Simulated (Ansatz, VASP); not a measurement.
NaHf2: VASP beside Ansatz

File INCAR:

```
PREC = Accurate
ENCUT = 520
EDIFF = 1E-6
ISMEAR = 0
SIGMA = 0.1
LREAL = False
LASPH = True
NELM = 100
ALGO = Normal
ISIF = 2
LWAVE = False
LCHARG = False
GGA = PE
NBANDS = 20
```

KPOINTS

```
Automatic mesh
0
Gamma
  8 8 8
```

The input POSCAR:

```
NaHf2
1.0
   -1.8051571930      1.8051571930      4.4282762390
    1.8051571930     -1.8051571930      4.4282762390
    1.8051571930      1.8051571930     -4.4282762390
Na Hf
1 2
Direct
    0.0000000000      0.0000000000      0.0000000000
    0.6650000000      0.6650000000      0.0000000000
    0.3350000000      0.3350000000      0.0000000000
```

Input for Ansatz:

```yaml
crystal:
  lattice:
    - [-1.805157193, 1.805157193, 4.428276239]
    - [1.805157193, -1.805157193, 4.428276239]
    - [1.805157193, 1.805157193, -4.428276239]
  atoms:
    - { symbol: Na, position: [0.0, 0.0, 0.0] }
    - { symbol: Hf, position: [0.665, 0.665, 0.0] }
    - { symbol: Hf, position: [0.335, 0.335, 0.0] }
basis:
  ecutwfc: 420
kpoints:
  mp_grid: { grid: [8, 8, 8] }
hamiltonian:
  xc: pbe
scf:
  occupations: { method: gaussian, width: 0.1 }
  lower_state_search: "off"
output:
  forces: true
  stress: true
  eigenvalues: true
```

Alike in both runs: task single point; functional PBE; k mesh 8 × 8 × 8; occupations gaussian, width 0.1 eV; no spin polarisation.

|  | VASP | Ansatz |
| --- | --- | --- |
| version | VASP 6.6.1 | Ansatz 0.2.0 |
| potentials or method | VASP PAW PBE potentials, release 64 (Na_pv, Hf_pv) | scalar-relativistic, plane waves, PAW |
| plane-wave cutoff (eV) | 520 | 420 |
| valence electrons in the cell | 27 | 61 |

|  | VASP | Ansatz | Ansatz less VASP |
| --- | --- | --- | --- |
| gap on the k mesh at the Fermi level (eV) | none | none | - |
| pressure (GPa) | 17.0 | 17.2 | +0.12 |
| largest component of the traceless stress (GPa) | 12.42 | 12.38 | -0.038 |
| rms of the force components (eV/Å) | 0.017 | 0.012 | -0.0044 |

Atom by atom the forces differ by 0.004 eV/Å (rms over components). A gap of «none» marks a metal or a gap that the smearing closes. The two sets of potentials don't hold the same shells in valence.

Caveats: so large a pressure means that the cell lies far from this level's equilibrium, or that cutoff or potentials fall short (VASP). Spin-orbit coupling is left out, which matters for the levels of Hf.
